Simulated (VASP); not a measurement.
A convergence study with VASP on SnO2 (rutile): a few settings are varied, all else stays as given below, so the limit is that of these other settings.

```
SnO2
1.0
    4.74000     0.00000     0.00000
    0.00000     4.74000     0.00000
    0.00000     0.00000     3.19000
Sn O
2 4
Direct
  0.00000   0.00000   0.00000
  0.50000   0.50000   0.50000
  0.30700   0.30700   0.00000
  0.80700   0.19300   0.50000
  0.19300   0.80700   0.50000
  0.69300   0.69300   0.00000
```

Method: LDA (Ceperley-Alder, Perdew-Zunger), VASP's LDA PAW potentials (set 64) (plane waves; VASP 6.6.1). The last row used: 700 eV cut-off, 9×9×14 Γ-centred mesh, second-order Methfessel-Paxton smearing of 0.40 eV, potentials Sn_d O.

```tsv
setting	E (eV/atom)	pressure (GPa)	largest force (eV/Å)	irreducible k-points
ISMEAR = -1, SIGMA = 0.01, 2×2×4 mesh	-7.0441	-0.67	0.131	9
ISMEAR = -1, SIGMA = 0.2, 2×2×4 mesh	-7.0432	-0.42	0.138	9
ISMEAR = 0, SIGMA = 0.01, 2×2×4 mesh	-7.0441	-0.67	0.131	9
ISMEAR = 0, SIGMA = 0.2, 2×2×4 mesh	-7.0441	-0.67	0.131	9
ISMEAR = 1, SIGMA = 0.01, 2×2×4 mesh	-7.0441	-0.67	0.131	9
ISMEAR = 1, SIGMA = 0.2, 2×2×4 mesh	-7.0440	-0.67	0.131	9
ISMEAR = 2, SIGMA = 0.01, 2×2×4 mesh	-7.0441	-0.67	0.131	9
ISMEAR = 2, SIGMA = 0.2, 2×2×4 mesh	-7.0440	-0.67	0.131	9
ISMEAR = -1, SIGMA = 0.05, 5×5×8 mesh	-7.0507	-0.40	0.153	30
ISMEAR = -1, SIGMA = 0.2, 5×5×8 mesh	[?]	[?]	[?]	30
ISMEAR = 0, SIGMA = 0.05, 5×5×8 mesh	-7.0507	-0.40	0.153	30
ISMEAR = 0, SIGMA = 0.2, 5×5×8 mesh	-7.0507	-0.40	0.153	30
ISMEAR = 1, SIGMA = 0.05, 5×5×8 mesh	-7.0507	-0.40	0.153	30
ISMEAR = 1, SIGMA = 0.2, 5×5×8 mesh	-7.0508	-0.41	0.153	30
ISMEAR = 2, SIGMA = 0.05, 5×5×8 mesh	-7.0507	-0.40	0.153	30
ISMEAR = 2, SIGMA = 0.2, 5×5×8 mesh	-7.0507	-0.40	0.153	30
ISMEAR = -1, SIGMA = 0.05, 9×9×14 mesh	-7.0508	-0.39	0.153	120
ISMEAR = -1, SIGMA = 0.4, 9×9×14 mesh	-7.0466	0.22	0.167	120
ISMEAR = 0, SIGMA = 0.05, 9×9×14 mesh	-7.0508	-0.39	0.153	120
ISMEAR = 0, SIGMA = 0.4, 9×9×14 mesh	-7.0507	-0.39	0.153	120
ISMEAR = 1, SIGMA = 0.05, 9×9×14 mesh	-7.0508	-0.39	0.153	120
ISMEAR = 1, SIGMA = 0.4, 9×9×14 mesh	[?]	[?]	[?]	120
ISMEAR = 2, SIGMA = 0.05, 9×9×14 mesh	-7.0508	-0.39	0.153	120
ISMEAR = 2, SIGMA = 0.4, 9×9×14 mesh	-7.0507	-0.39	0.153	120
```

**Question.** Fill in the missing entries.

**Answer.** 
- ISMEAR = 1, SIGMA = 0.4, 9×9×14 mesh, E (eV/atom): -7.0520
- ISMEAR = 1, SIGMA = 0.4, 9×9×14 mesh, pressure (GPa): -0.45
- ISMEAR = 1, SIGMA = 0.4, 9×9×14 mesh, largest force (eV/Å): 0.157
- ISMEAR = -1, SIGMA = 0.2, 5×5×8 mesh, E (eV/atom): -7.0505
- ISMEAR = -1, SIGMA = 0.2, 5×5×8 mesh, pressure (GPa): -0.34
- ISMEAR = -1, SIGMA = 0.2, 5×5×8 mesh, largest force (eV/Å): 0.155

Left out are rungs that failed or repeat a setting and relaxations that didn't move; long series are thinned to 24 rows.

The compound is SnO2 in the rutile structure. The cell was not relaxed at this level, forces remain on its atoms.
